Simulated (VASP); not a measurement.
Output of a VASP run:

**OUTCAR**
```
 ion  position               nearest neighbor table
   1  0.333  0.667  0.250-   2 2.21   2 2.21   2 2.21   2 2.21   2 2.21   2 2.21
   2  0.667  0.333  0.750-   1 2.21   1 2.21   1 2.21   1 2.21   1 2.21   1 2.21
  LATTYP: Found a hexagonal cell.
 ALAT       =     2.2618942850
 C/A-ratio  =     1.5799507182
 Subroutine PRICEL returns:
 Original cell was already a primitive cell.
 Subroutine GETGRP returns: Found 24 space group operations
The static configuration has the point symmetry D_3d.
 The point group associated with its full space group is D_6h.
The dynamic configuration has the point symmetry D_3d.
 Subroutine INISYM returns: Found 24 space group operations
 Subroutine IBZKPT returns following result:
 Found    222 irreducible k-points:

 Following reciprocal coordinates:
            Coordinates               Weight
  0.000000  0.000000  0.000000      1.000000
  0.055556  0.000000  0.000000      6.000000
  0.111111  0.000000  0.000000      6.000000
  0.166667  0.000000  0.000000      6.000000
  0.222222  0.000000  0.000000      6.000000
  0.277778  0.000000  0.000000      6.000000
  0.333333  0.000000  0.000000      6.000000
  0.388889  0.000000  0.000000      6.000000
  0.444444  0.000000  0.000000      6.000000
  0.500000  0.000000  0.000000      3.000000
  0.055556  0.055556  0.000000      6.000000
  0.111111  0.055556  0.000000     12.000000
  0.166667  0.055556  0.000000     12.000000
  0.222222  0.055556  0.000000     12.000000
  0.277778  0.055556  0.000000     12.000000
  0.333333  0.055556  0.000000     12.000000
  0.388889  0.055556  0.000000     12.000000
  0.444444  0.055556  0.000000     12.000000
  0.111111  0.111111  0.000000      6.000000
  0.166667  0.111111  0.000000     12.000000
  0.222222  0.111111  0.000000     12.000000
  0.277778  0.111111  0.000000     12.000000
  0.333333  0.111111  0.000000     12.000000
  0.388889  0.111111  0.000000     12.000000
  0.444444  0.111111  0.000000      6.000000
  0.166667  0.166667  0.000000      6.000000
  0.222222  0.166667  0.000000     12.000000
  0.277778  0.166667  0.000000     12.000000
  0.333333  0.166667  0.000000     12.000000
  0.388889  0.166667  0.000000     12.000000
  0.222222  0.222222  0.000000      6.000000
  0.277778  0.222222  0.000000     12.000000
  0.333333  0.222222  0.000000     12.000000
  0.388889  0.222222  0.000000      6.000000
  0.277778  0.277778  0.000000      6.000000
  0.333333  0.277778  0.000000     12.000000
  0.333333  0.333333  0.000000      2.000000
  0.000000  0.000000  0.100000      2.000000
  0.055556  0.000000  0.100000     12.000000
  0.111111  0.000000  0.100000     12.000000
   k-points           NKPTS =    222   k-points in BZ     NKDIM =    222   number of bands    NBANDS=      6
   number of dos      NEDOS =    301   number of ions     NIONS =      2
   total plane-waves  NPLWV =   7168
   dimension x,y,z NGX =    16 NGY =   16 NGZ =   28
   dimension x,y,z NGXF=    32 NGYF=   32 NGZF=   56
   ions per type =               2
   PREC   = accura    normal or accurate (medium, high low for compatibility)
   ISTART =      0    job   : 0-new  1-cont  2-samecut
   ICHARG =      2    charge: 1-file 2-atom 10-const
   ISPIN  =      1    spin polarized calculation?
   LNONCOLLINEAR =      F non collinear calculations
   LSORBIT =      F    spin-orbit coupling
   INIWAV =      1    electr: 0-lowe 1-rand  2-diag
   ENCUT  =  500.0 eV  36.75 Ry    6.06 a.u.   4.12  4.12  6.52*2*pi/ulx,y,z
   NELM   =    100;   NELMIN=  2; NELMDL= -5     # of ELM steps
   EDIFF  = 0.1E-05   stopping-criterion for ELM
   LREAL  =      F    real-space projection
   NLSPLINE    = F    spline interpolate recip. space projectors
   LMAXMIX     =    2 max onsite mixed and CHGCAR
   VOSKOWN=      0    Vosko Wilk Nusair interpolation
   EDIFFG = -.2E-01   stopping-criterion for IOM
   NSW    =     40    number of steps for IOM
...
```

**OSZICAR**
```
       N       E                     dE             d eps       ncg     rms          rms(c)
DAV:   1    -0.276195950930E+01   -0.27620E+01   -0.18123E+03  2700   0.536E+02
DAV:   2    -0.755326466729E+01   -0.47913E+01   -0.45602E+01  3990   0.609E+01
DAV:   3    -0.759430736404E+01   -0.41043E-01   -0.40701E-01  3582   0.490E+00
DAV:   4    -0.759436483757E+01   -0.57474E-04   -0.57474E-04  3912   0.145E-01
DAV:   5    -0.759436485187E+01   -0.14308E-07   -0.14573E-07  3432   0.181E-03    0.121E+00
DAV:   6    -0.754849544684E+01    0.45869E-01   -0.60822E-03  3048   0.115E+00    0.743E-01
DAV:   7    -0.753017890432E+01    0.18317E-01   -0.66822E-03  3114   0.120E+00    0.273E-02
DAV:   8    -0.753015662011E+01    0.22284E-04   -0.13307E-05  3876   0.446E-02    0.938E-03
DAV:   9    -0.753015564215E+01    0.97796E-06   -0.27715E-06  3324   0.209E-02
   1 F= -.75301556E+01 E0= -.75301036E+01  d E =-.753016E+01
```

OUTCAR:
```
------------------------ aborting loop because EDIFF is reached ----------------------------------------
  FORCE on cell =-STRESS in cart. coord.  units (eV):
  Direction    XX          YY          ZZ          XY          YZ          ZX
  --------------------------------------------------------------------------------------
  Total       -0.0150793     -0.0150793      0.0102546      0.0000000      0.0000000      0.0000000
  in kB       -1.5258068     -1.5258066      1.0376166      0.0000000      0.0000000      0.0000000
  external PRESSURE =      -0.6713323 kB  Pullay stress =       0.0000000 kB
  volume of cell :       15.83
      direct lattice vectors                 reciprocal lattice vectors
     1.130947215 -1.958857869  0.000000000     0.442107282 -0.255250780  0.000000000
     1.130947215  1.958857869  0.000000000     0.442107282  0.255250780  0.000000000
     0.000000000  0.000000000  3.573681500     0.000000000  0.000000000  0.279823482
 POSITION                                       TOTAL-FORCE (eV/Angst)
 -----------------------------------------------------------------------------------
      1.13095      0.65295      0.89342        -0.000000     -0.000000      0.000000
      1.13095     -0.65295      2.68026         0.000000      0.000000      0.000000
 -----------------------------------------------------------------------------------
    total drift:                                0.000000     -0.000003      0.000005
  FREE ENERGIE OF THE ION-ELECTRON SYSTEM (eV)
  ---------------------------------------------------
  free  energy   TOTEN  =        -7.5301556422 eV

  energy  without entropy=       -7.5299996542  energy(sigma->0) =       -7.53010365

 reached required accuracy - stopping structural energy minimisation
```
(Selected blocks of OUTCAR.)

**POSCAR**
```
Be
1
    1.1309472153    -1.9588578694     0.0000000000
    1.1309472153     1.9588578694     0.0000000000
    0.0000000000     0.0000000000     3.5736815000
Be
2
Direct
  0.3333330000   0.6666670000   0.2500000000
  0.6666670000   0.3333330000   0.7500000000
```

Question: Reconstruct the remaining input files.

Answer: Several could match; the one computed here: the input of the run itself, PBE GGA, plane waves, VASP's PBE PAW potentials (set 64).

File KPOINTS:
```
Regular mesh
0
G
  18 18 10
0 0 0
```

INCAR:
```
ALGO  =  Normal
EDIFF  =  1E-6
EDIFFG  =  -0.02
ENCUT  =  500
GGA  =  PE
IBRION  =  2
ISIF  =  3
ISMEAR  =  1
LASPH  =  .TRUE.
LCHARG  =  .FALSE.
LREAL  =  .FALSE.
LWAVE  =  .FALSE.
NELM  =  100
NSW  =  40
PREC  =  Accurate
SIGMA  =  0.1
SYSTEM  =  Be
```

POTCAR, in this order: Be (PBE.64 set). Program: vasp_std.

The compound is Be in the hcp structure. It was relaxed first.
